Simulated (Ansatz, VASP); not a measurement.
# ZnH2 (CdI2 type (invented)) in two plane-wave programs, part 2 of 2

Wanted: the spread between two codes on one cell, functional and k mesh. The cell is generated by rule, not measured, and may not be a known phase. The cell is taken from a series of runs on this material, whose earlier steps may have relaxed, scaled, displaced or heated it; both programs get it as it stands.

VASP 6.6.1 and Ansatz 0.2.0.

So far: The structure; VASP: zone-centre phonons, PBEsol.

**2. VASP: zone-centre phonons, PBEsol (continued)**

Level of this step: PBEsol; plane waves and PAW (Zn, H); invented cell (VASP).

Numbers of over 12 decimals in the logs are rounded to 6 here.

From OUTCAR (step 2):

```text
ion  position               nearest neighbor table
   1  0.000  0.000  0.000-   2 1.86   3 1.86   2 1.86   3 1.86   3 1.86   2 1.86
   2  0.333  0.667  0.230-   1 1.86   1 1.86   1 1.86
   3  0.667  0.333  0.770-   1 1.86   1 1.86   1 1.86

  LATTYP: Found a hexagonal cell.
 ALAT       =     2.7388222050
 C/A-ratio  =     1.5562173157

 Subroutine GETGRP returns: Found 12 space group operations
 (whereof 12 operations were pure point group operations)

The static configuration has the point symmetry D_3d.

 Found    100 irreducible k-points:

   k-points           NKPTS =    100   k-points in BZ     NKDIM =    100   number of bands    NBANDS=     13

   dimension x,y,z NGX =    20 NGY =   20 NGZ =   32
   dimension x,y,z NGXF=    40 NGYF=   40 NGZF=   64

   ENCUT  =  500.0 eV  36.75 Ry    6.06 a.u.   4.99  4.99  7.77*2*pi/ulx,y,z

   NELECT =      14.0000    total number of electrons

 k-points in reciprocal lattice and weights: Automatic mesh
   0.00000000  0.00000000  0.00000000       0.001
   0.08333333  0.00000000  0.00000000       0.007
   0.16666667  0.00000000  0.00000000       0.007
   0.25000000  0.00000000  0.00000000       0.007
   0.33333333  0.00000000  0.00000000       0.007
   0.41666667  0.00000000  0.00000000       0.007
   0.50000000  0.00000000  0.00000000       0.003
   0.08333333  0.08333333  0.00000000       0.007
   0.16666667  0.08333333  0.00000000       0.014
[...]
0.33333333  0.25000000  0.50000000       0.014
   0.33333333  0.33333333  0.50000000       0.002

 average (electrostatic) potential at core
       1 -38.7581       2 -35.2725       3 -35.2725

  Total        0.0033012      0.0033012      0.0419576     -0.0000000      0.0000000      0.0000000
  in kB        0.1910230      0.1910230      2.4278908     -0.0000000      0.0000000      0.0000000
  external PRESSURE =       0.9366456 kB  Pullay stress =       0.0000000 kB

  energy-cutoff  :      500.00
  volume of cell :       27.69
      direct lattice vectors                 reciprocal lattice vectors
     2.738822205  0.000000000  0.000000000     0.365120451  0.210802391  0.000000000
    -1.369411103  2.371889606  0.000000000    -0.000000000  0.421604782  0.000000000
     0.000000000  0.000000000  4.262202540     0.000000000  0.000000000  0.234620479

 POSITION                                       TOTAL-FORCE (eV/Angst)
 -----------------------------------------------------------------------------------
      0.00000      0.00000      0.00000         0.000000     -0.000000      0.000000
     -0.00000      1.58126      0.98220         0.000000      0.000000      0.019786
      1.36941      0.79063      3.28000        -0.000000     -0.000000     -0.019786
 -----------------------------------------------------------------------------------
    total drift:                               -0.000000      0.000000      0.000000

 MACROSCOPIC STATIC DIELECTRIC TENSOR (including local field effects in DFT)
 ------------------------------------------------------
           9.086507    -0.000000     0.000000
          -0.000000     9.086507     0.000000
           0.000000     0.000000     3.950661
 ------------------------------------------------------

 PIEZOELECTRIC TENSOR (including local field effects)  for field in x, y, z        (C/m^2)
          XX          YY          ZZ          XY          YZ          ZX
  --------------------------------------------------------------------------------
  x     0.00000     0.00000     0.00000     0.00000     0.00000     0.00000
  y     0.00000     0.00000     0.00000     0.00000     0.00000     0.00000
  z     0.00000     0.00000     0.00000     0.00000     0.00000     0.00000

 BORN EFFECTIVE CHARGES (including local field effects) (in |e|, cummulative output)
 ---------------------------------------------------------------------------------
 ion    1
    1     2.46995    -0.00000    -0.00000
    2    -0.00000     2.46995    -0.00000
    3     0.00000     0.00000     0.73768
 ion    2
    1    -1.23498     0.00000     0.00000
    2     0.00000    -1.23498    -0.00000
    3    -0.00000    -0.00000    -0.36884
 ion    3
    1    -1.23498     0.00000     0.00000
    2     0.00000    -1.23498    -0.00000
    3    -0.00000    -0.00000    -0.36884

 Eigenvectors and eigenvalues of the dynamical matrix
 ----------------------------------------------------

   1 f  =   34.408645 THz   216.195892 2PiTHz 1147.748849 cm-1   142.302657 meV
             X         Y         Z           dx          dy          dz
      0.000000  0.000000  0.000000    -0.000000   -0.000000    0.000000
     -0.000000  1.581260  0.982202    -0.000000   -0.000000   -0.707107
      1.369411  0.790630  3.280000     0.000000    0.000000    0.707107

   2 f  =   29.984270 THz   188.396726 2PiTHz 1000.167596 cm-1   124.004922 meV
             X         Y         Z           dx          dy          dz
      0.000000  0.000000  0.000000     0.000000   -0.000000   -0.000000
     -0.000000  1.581260  0.982202     0.629277   -0.322506   -0.000000
      1.369411  0.790630  3.280000    -0.629277    0.322506   -0.000000

   3 f  =   29.984270 THz   188.396726 2PiTHz 1000.167596 cm-1   124.004922 meV
             X         Y         Z           dx          dy          dz
      0.000000  0.000000  0.000000     0.000000   -0.000000   -0.000000
     -0.000000  1.581260  0.982202     0.322506    0.629277    0.000000
      1.369411  0.790630  3.280000    -0.322506   -0.629277    0.000000

   4 f  =   28.139061 THz   176.802933 2PiTHz  938.618034 cm-1   116.373752 meV
             X         Y         Z           dx          dy          dz
      0.000000  0.000000  0.000000     0.000000    0.000000   -0.173947
     -0.000000  1.581260  0.982202    -0.000000   -0.000000    0.696327
      1.369411  0.790630  3.280000     0.000000    0.000000    0.696327

   5 f  =   12.934395 THz    81.269202 2PiTHz  431.444986 cm-1    53.492337 meV
             X         Y         Z           dx          dy          dz
      0.000000  0.000000  0.000000     0.157631   -0.080790   -0.000000
     -0.000000  1.581260  0.982202    -0.619321    0.317418    0.000000
      1.369411  0.790630  3.280000    -0.619321    0.317418   -0.000000

   6 f  =   12.934395 THz    81.269202 2PiTHz  431.444986 cm-1    53.492337 meV
             X         Y         Z           dx          dy          dz
      0.000000  0.000000  0.000000    -0.080790   -0.157631   -0.000000
     -0.000000  1.581260  0.982202     0.317418    0.619321    0.000000
      1.369411  0.790630  3.280000     0.317418    0.619321    0.000000

   7 f/i=    0.047831 THz     0.300532 2PiTHz    1.595474 cm-1     0.197813 meV
             X         Y         Z           dx          dy          dz
      0.000000  0.000000  0.000000     0.000000   -0.000000    0.984755
     -0.000000  1.581260  0.982202     0.000000   -0.000000    0.122999
      1.369411  0.790630  3.280000     0.000000   -0.000000    0.122999

   8 f/i=    0.063779 THz     0.400735 2PiTHz    2.127436 cm-1     0.263768 meV
             X         Y         Z           dx          dy          dz
      0.000000  0.000000  0.000000    -0.107670   -0.978281   -0.000000
     -0.000000  1.581260  0.982202    -0.013702   -0.124497   -0.000000
      1.369411  0.790630  3.280000    -0.013702   -0.124497   -0.000000

   9 f/i=    0.063779 THz     0.400735 2PiTHz    2.127436 cm-1     0.263768 meV
             X         Y         Z           dx          dy          dz
      0.000000  0.000000  0.000000    -0.978281    0.107670    0.000000
     -0.000000  1.581260  0.982202    -0.124497    0.013702    0.000000
      1.369411  0.790630  3.280000    -0.124497    0.013702    0.000000

 MACROSCOPIC STATIC DIELECTRIC TENSOR IONIC CONTRIBUTION
 ------------------------------------------------------
          28.932555    -0.000000    -0.000000
          -0.000000    28.932555     0.000000
          -0.000000     0.000000     0.558491
 ------------------------------------------------------

 ELASTIC MODULI CONTR FROM IONIC RELAXATION (kBar)
 Direction    XX          YY          ZZ          XY          YZ          ZX
 --------------------------------------------------------------------------------
 XX        -253.6744   -221.4985   -344.7838      0.0000    -78.9740      0.0000
 YY        -221.4985   -253.6744   -344.7838      0.0000     78.9740     -0.0000
 ZZ        -344.7838   -344.7838   -500.3480      0.0000     -0.0000      0.0000
 XY           0.0000      0.0000      0.0000    -16.0880     -0.0000    -78.9947
 YZ         -78.9740     78.9740     -0.0000     -0.0000   -387.6737      0.0000
 ZX           0.0000     -0.0000      0.0000    -78.9947      0.0000   -387.8775
 --------------------------------------------------------------------------------

 PIEZOELECTRIC TENSOR IONIC CONTR  for field in x, y, z        (C/m^2)
          XX          YY          ZZ          XY          YZ          ZX
  --------------------------------------------------------------------------------
  x     0.00000     0.00000     0.00000    -0.00000     0.00000    -0.00000
  y    -0.00000    -0.00000    -0.00000     0.00000     0.00000     0.00000
  z    -0.00000     0.00000    -0.00000     0.00000    -0.00000     0.00000
```

**3. Ansatz: zone-centre phonons, PBEsol**

Ansatz runs on its PAW soft_1 files.

The same cell, functional and mesh now go to Ansatz, which takes its cutoff from its data sets.

input.yaml reads:

```yaml
crystal:
  lattice:
    - [2.738822205, 3.0e-10, 0.0]
    - [-1.3694111028, 2.3718896058, 0.0]
    - [0.0, 0.0, 4.26220254]
  atoms:
    - { symbol: Zn, position: [0.0, 0.0, 0.0] }
    - { symbol: H, position: [0.3333333333, 0.6666666667, 0.2304447509] }
    - { symbol: H, position: [0.6666666667, 0.3333333333, 0.7695552491] }
kpoints:
  mp_grid: { grid: [12, 12, 6] }
hamiltonian:
  xc: pbesol
  pseudopotentials: { kind: paw, azcp: { folder: soft_1 }, xc_functional: pbe }
scf:
  occupations: { method: fixed }
output:
  eigenvalues: true
phonons:
  method: dfpt
  dielectric: true
  rigid_motions: translations
```

The run is started by

```
$ ansatz run input.yaml --threads 4 --pin off --max-ram 9216MiB --backend cpu --events-out ev --progress --plain --runs-dir out
```

What it wrote:

```text
Engine: ansatz 0.2.0, x86_64-unknown-linux-gnu
Pseudopotentials: kind: paw
Pseudopotential: Zn, paw, valence charge 12, recommended cutoff 420 eV (normal), soft_1/Zn.paw.azcp
Pseudopotential: H, paw, valence charge 1, recommended cutoff 420 eV (normal), soft_1/H.paw.azcp
Functional definition: PBEsol
  exchange = pbesol_x
  correlation = pbesol_c
Crystal: 3 atoms, lattice volume = 27.688 Å³
Basis set: ecut = 420 eV, 537 PW (Γ), exchange–correlation on 40×40×60 points (8 copies of the dense FFT grid, shifted against one another)
Bands: 11, of which v1, the nominal top of the filled ones, is band 7 counted from 1 (6 counted from 0)
Symmetry: 12 space group operations
k-points: 242 of 864 (irreducible under 2 space group operations, time reversal used)
Non-local potential: Zn, projectors of the file, l = 0: 2, l = 1: 2, l = 2: 3, l = 3: 1
Non-local potential: H, projectors of the file, l = 0: 2, l = 1: 1
PAW form: soft (Blöchl's): semilocal exchange-correlation on the pseudo side does not see the compensation charge
PAW frozen core: Zn, regenerated for the run's functional, and the local potential with it (the file was generated under x = pbe(κ = 0.804, μ = 0.219515), c = pbe(β = 0.066725))
PAW one-centre angular grid: Zn, 590 points (default); XC on 64 Gauss nodes
PAW one-centre angular grid: H, 110 points (default); XC on 64 Gauss nodes
Initial density: superposition of atomic densities (chi_scale 0.1, normalization cell, long waves kept (reshape's long-wave potential 0.02 eV rms))
Initial wavefunctions: pseudopotential atomic-orbital guess
Functional: x = pbesol(κ = 0.804, μ = 0.123457), c = pbesol(β = 0.046)
SCF iter   1: F=—  HF=-3311.940104 eV  |F-HF|=—  |Δ(HF+E_count)|=         —  Δρ=8.47e-2  dr2=1.64e0  ethr=3.10e-3  ⟨swp⟩=4.4  Hψ=16699  notcnv=0  defer=455
preconditioner: auto → none  [insulator: Δε(μ)=2.073 eV  Ē_g=12.801 eV  n_scr=2 (ndim 8)  ℏωp=26.4 eV  f_vac=0.000  ε∞_Penn≈5.3]
SCF iter   2: F=—  HF=-3311.563657 eV  |F-HF|=—  |Δ(HF+E_count)|=   3.76e-1  Δρ=5.24e-2  dr2=3.78e-1  ethr=3.10e-3  ⟨swp⟩=2.9  Hψ=7350  notcnv=0  defer=341
SCF iter   3: F=—  HF=-3311.415110 eV  |F-HF|=—  |Δ(HF+E_count)|=   1.49e-1  Δρ=1.26e-2  dr2=3.86e-2  ethr=2.70e-3  ⟨swp⟩=2.0  Hψ=6685  notcnv=0  defer=444
SCF iter   4: F=—  HF=-3311.405437 eV  |F-HF|=—  |Δ(HF+E_count)|=   9.67e-3  Δρ=3.26e-3  dr2=1.36e-3  ethr=2.76e-4  ⟨swp⟩=2.2  Hψ=5420  notcnv=0  defer=480
SCF iter   5: F=—  HF=-3311.406303 eV  |F-HF|=—  |Δ(HF+E_count)|=   8.66e-4  Δρ=1.24e-3  dr2=2.45e-4  ethr=9.72e-6  ⟨swp⟩=2.3  Hψ=4825  notcnv=0  defer=480
SCF iter   6: F=—  HF=-3311.406304 eV  |F-HF|=—  |Δ(HF+E_count)|=   8.69e-7  Δρ=2.12e-4  dr2=7.06e-6  ethr=1.75e-6  ⟨swp⟩=2.8  Hψ=4280  notcnv=0  defer=246
SCF iter   7: F=—  HF=-3311.406302 eV  |F-HF|=—  |Δ(HF+E_count)|=   1.96e-6  Δρ=5.73e-5  dr2=4.94e-7  ethr=5.04e-8  ⟨swp⟩=2.0  Hψ=4195  notcnv=0  defer=51
SCF iter   8: F=—  HF=-3311.406302 eV  |F-HF|=—  |Δ(HF+E_count)|=   2.16e-7  Δρ=9.04e-6  dr2=1.28e-8  ethr=3.53e-9  ⟨swp⟩=2.1  Hψ=4367  notcnv=0  defer=29
SCF iter   9: F=—  HF=-3311.406302 eV  |F-HF|=—  |Δ(HF+E_count)|=   2.85e-9  Δρ=8.94e-7  dr2=1.18e-10  ethr=9.16e-11  ⟨swp⟩=2.4  Hψ=4364  notcnv=0  defer=29
SCF iter  10: F=-3311.406302 eV  HF=-3311.406302 eV  |F-HF|=4.55e-13  |Δ(HF+E_count)|=  2.09e-11  Δρ=4.58e-8  dr2=2.70e-13  ethr=1.00e-12  ⟨swp⟩=7.2  Hψ=15295  notcnv=0
SCF 1 converged in 10 iterations: F = -3311.406302 eV  dr2 = 2.70e-13
  greatest PAW one-centre occupation: 0.986 electrons in one spin orbital (limit 2), on the Zn atom at site 0 (counted from 0), in its partial waves of l = 2
DFPT response loops at Γ: preconditioner auto → none (the input reference at scf.mixing.eps_inf says where Resta's filter doesn't serve); β = 0.50; Broyden in place of MSR1
── the response to a field inside a basis, on 12×12×6 k-points: an SCF that follows is theirs, and a resumed run solves both again ──
Bands: 8, of which v1, the nominal top of the filled ones, is band 7 counted from 1 (6 counted from 0)
k-points: 234 of 864 (irreducible under 4 space group operations)
Initial density: handed on by an earlier stage of this run
Initial wavefunctions: pseudopotential atomic-orbital guess (no wavefunctions were taken with the density)
Eigensolver: Dense (234 Hₖ)
SCF iter   1: F=—  HF=-3311.408279 eV  |F-HF|=—  |Δ(HF+E_count)|=         —  Δρ=4.88e-4  dr2=2.05e-5  ethr=1.00e-1
preconditioner: auto → none  [insulator: Δε(μ)=1.997 eV  Ē_g=10.336 eV  n_scr=2 (ndim 8)  ℏωp=26.4 eV  f_vac=0.006  ε∞_Penn≈7.5]
SCF iter   2: F=—  HF=-3311.408278 eV  |F-HF|=—  |Δ(HF+E_count)|=   1.06e-6  Δρ=4.83e-4  dr2=2.67e-5  ethr=1.46e-7
SCF iter   3: F=—  HF=-3311.408294 eV  |F-HF|=—  |Δ(HF+E_count)|=   1.63e-5  Δρ=4.66e-4  dr2=3.44e-5  ethr=1.46e-7
SCF iter   4: F=-3311.408277 eV  HF=-3311.408277 eV  |F-HF|=6.51e-9  |Δ(HF+E_count)|=   1.65e-5  Δρ=1.50e-5  dr2=1.85e-8  ethr=1.46e-7
SCF 1 converged in 4 iterations: F = -3311.408277 eV  dr2 = 1.85e-8
  greatest PAW one-centre occupation: 0.985 electrons in one spin orbital (limit 2), on the Zn atom at site 0 (counted from 0), in its partial waves of l = 2
DFPT response loops at Γ: mixed as the last ones told, above
SCF converged after 10 iterations
Free energy (F): -3311.406302 eV
Harris-Foulkes:  -3311.406302 eV  (|F-HF|=4.55e-13)
Internal energy: -3311.406302 eV  (E = F + TS)
E sigma→0 (E₀):  -3311.406302 eV
Fermi energy:    4.389120 eV
--- Per-component energies (eV) ---
  E_band       = -19.967684
  E_kinetic    = 173.323376
  E_local      = -2303.275338  (includes V_loc(G=0)·N_el)
  E_nonlocal   = 821.813103
  E_hartree    = 891.123970
  E_xc         = -95.006342
  E_vxc        = -73.862558  (∫ρ·V_xc dr)
  E_paw        = -1860.630139  (= ΣΔE_a)
  E_vpaw       = -420.212057  (= ΣTr[D̂ρ^β])
  E_aug_tail   = -0.002179  (compensation charges beyond the density's cutoff)
  E_ewald      = -939.550109
  E_core_change = 0.797356  (= ΣΔE_core)
  E_smearing   = -0.000000  (= −TS)
  E_closure    = -0.000000  (closes the sum)
  Σ components = -3311.406302   (vs F -3311.406302, Δ=0.00e0)
--- Band table (eV; the first three rows and the last of 242) ---
  k-point 0: bands = [... 3 lower, -2.2328, -1.7802, -1.7802, 1.1354, 8.4356, 18.1245, 19.4946, 21.9444]
  k-point 1: bands = [... 3 lower, -2.2326, -1.7809, -1.7809, 0.5816, 9.4267, 18.0622, 19.2598, 22.0499]
  k-point 2: bands = [... 3 lower, -2.1190, -1.7824, -1.7824, -0.4200, 11.7426, 17.0225, 19.1976, 22.2822]
  k-point 241: bands = [... 3 lower, -2.0409, -1.7773, 0.4279, 3.6990, 8.4222, 8.6112, 11.6478, 12.9397]
--- Phonons (Γ-DFPT): 4 representative perturbations + reference, on 242 of 864 k-points (Σ response iterations 14) ---
  k mesh reduced under 2 symmetry operations, with k and −k counted as one. Each operation leaves every solved perturbation unchanged. A smaller set is not considered because the run solves the response to a homogeneous field
  ASR residual: 2.984e-5 → 0.000e0 eV/Å²; symmetrization residual: 2.234e-7 eV/Å²
  ASR residual per site (eV/Å²): 2.98e-5 2.88e-6 2.88e-6
  Γ frequencies (cm⁻¹): 0.00 0.00 0.00 424.79 424.79 930.02 990.14 990.14 1139.30
  ε∞ (high-frequency dielectric tensor):
        9.193108     0.000000    -0.000000
       -0.000000     9.193108     0.000000
       -0.000000     0.000000     3.949789
  ε⁰ (static dielectric tensor: ions relaxed, cell fixed):
       40.020969     0.000000    -0.000000
        0.000000    40.020969    -0.000000
       -0.000000    -0.000000     4.516823
  ε⁰ − ε∞ (ionic part):
       30.827862     0.000000    -0.000000
        0.000000    30.827862    -0.000000
       -0.000000    -0.000000     0.567034
  softest optical mode at Γ: 424.79 cm⁻¹; the repairs (sum rule, projections) moved no ω² at Γ by more than (1.15 cm⁻¹)²
  Born effective charges Z* (e; rows j = field, columns β = displacement):
    site 0:
         2.47417    0.00000   -0.00000
         0.00000    2.47417    0.00000
        -0.00000    0.00000    0.73465
    site 1:
        -1.23708   -0.00000    0.00000
        -0.00000   -1.23708   -0.00000
         0.00000   -0.00000   -0.36733
    site 2:
        -1.23708   -0.00000    0.00000
        -0.00000   -1.23708   -0.00000
         0.00000   -0.00000   -0.36733
  Z* charge neutrality: 1.726e-3 e pre-enforcement
  solved inside a basis spanned on kpoints, on 12×12×6 k-points, its susceptibility summed on 16×16×10: ε∞ is read to err by 2.8e-2, Z* by 1.4e-2 e (field_mesh: kpoints solves on kpoints); Z* is corrected for what the basis lacks
  optical modes at Γ without the LO–TO term, one row a degenerate level:
      ω (cm⁻¹)  modes    IR ((D/Å)²/amu)
        424.79      2           144.4274
        930.02      1             6.3669
        990.14      2             0.0000
       1139.30      1             0.0000
  optical modes at Γ + LO–TO along q̂ = [1.0000, 0.0000, 0.0000]:
      ω (cm⁻¹)  modes    IR ((D/Å)²/amu)
        424.79      1            72.2137
        886.31      1            72.2137
[...]
optical modes at Γ + LO–TO along q̂ = [0.0000, 1.0000, 0.0000]:
      ω (cm⁻¹)  modes    IR ((D/Å)²/amu)
[...]
886.31      1            72.2137
        930.02      1             6.3669
        990.14      2             0.0000
       1139.30      1             0.0000
  optical modes at Γ + LO–TO along q̂ = [0.0000, 0.0000, 1.0000]:
      ω (cm⁻¹)  modes    IR ((D/Å)²/amu)
        424.79      2           144.4274
        990.14      2             0.0000
        994.54      1             6.3669
       1139.30      1             0.0000
```

The column dr2 measures how far the density is from self-consistency, as an energy; F and HF (Harris–Foulkes) agree once it is small.

**4. Side by side**

Known differences besides the potentials themselves: fixed occupations in Ansatz, narrow Gaussian smearing in VASP; VASP's response is taken on the typed mesh, Ansatz refines its own for the field response alone; the cutoff is 420 eV in Ansatz and 500 eV in VASP; Ansatz makes its cores anew for this functional, VASP keeps those of its PBE data sets. Total energies have different zeros and are not compared.

The two programs side by side:

```
                                     quantity  Ansatz    VASP  difference
                                        ε∞ xx    9.19    9.09     +1.17 %
                                        ε∞ yy    9.19    9.09     +1.17 %
                                        ε∞ zz    3.95    3.95     -0.02 %
Born charge of Zn1 (mean of the diagonal) (e)    1.89    1.89        0.00
 Born charge of H2 (mean of the diagonal) (e)   -0.95   -0.95        0.00
                   optical mode 1 to 2 (cm⁻¹)   424.8   431.4     -1.54 %
                        optical mode 3 (cm⁻¹)   930.0   938.6     -0.92 %
                   optical mode 4 to 5 (cm⁻¹)   990.1  1000.2     -1.00 %
                        optical mode 6 (cm⁻¹)  1139.3  1147.7     -0.74 %
```

Modes are paired by rising frequency, not by their patterns, so a pair may set unlike modes beside each other; they are those without the splitting of longitudinal modes.

**5. Summary of results**

| Item | Value |
| --- | --- |
| r.m.s. difference of the optical zone-centre modes, each program's sorted by frequency (zone-centre phonons, PBEsol) | 8.5 cm⁻¹ |
| difference in optical mode 1 to 2 (zone-centre phonons, PBEsol) | -1.5 % |

In words: The r.m.s. difference of the optical zone-centre modes, each program's sorted by frequency is 8.5 cm⁻¹ (zone-centre phonons, PBEsol). Among the rows given in per cent, the largest difference of the zone-centre phonons, PBEsol pair is in optical mode 1 to 2, -1.5 %. How closely two codes agree says nothing of how well the functional describes the real material.

[Lines on the potential files, build, host, timing and source positions are cut from VASP's logs without a mark.]

[Logs are printed without paths, hosts, clocks, repeated set-up lines and the standing remarks that a program may print on its own settings, such as how far it seeks lower states.]

[Hosts, paths, dates, database ids (printed as entryN), source tags and the programs' standing remarks are cut or masked in the printed files.]
